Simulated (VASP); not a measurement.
Energy against volume of BN (zinc blende). These are vdW-DF-cx, VASP's PBE PAW potentials (set 64) (plane waves; VASP) values and carry that method's errors. Numerical set-up: 520 eV cut-off, 12×12×12 Γ-centred mesh, Gaussian smearing of 0.050 eV, potentials B N.

```tsv
V (Å³/atom)	E (eV/atom)
5.572	-7.86269
5.750	-7.88416
5.927	-7.89108
6.105	-7.88538
```

Task: Fit these four points and predict the energy of the run at 6.283 Å³/atom.

Result: A cubic in V^(−2/3), the third-order Birch-Murnaghan form, passes through the four points with V0 = 5.93 Å³/atom and B0 = 379 GPa, and gives -7.8686 eV/atom there. The run gave -7.8687 eV/atom, -0.1 meV/atom from the fit; all five points give B0 = 378 GPa.

The compound is BN in the zinc blende structure. It was relaxed first.
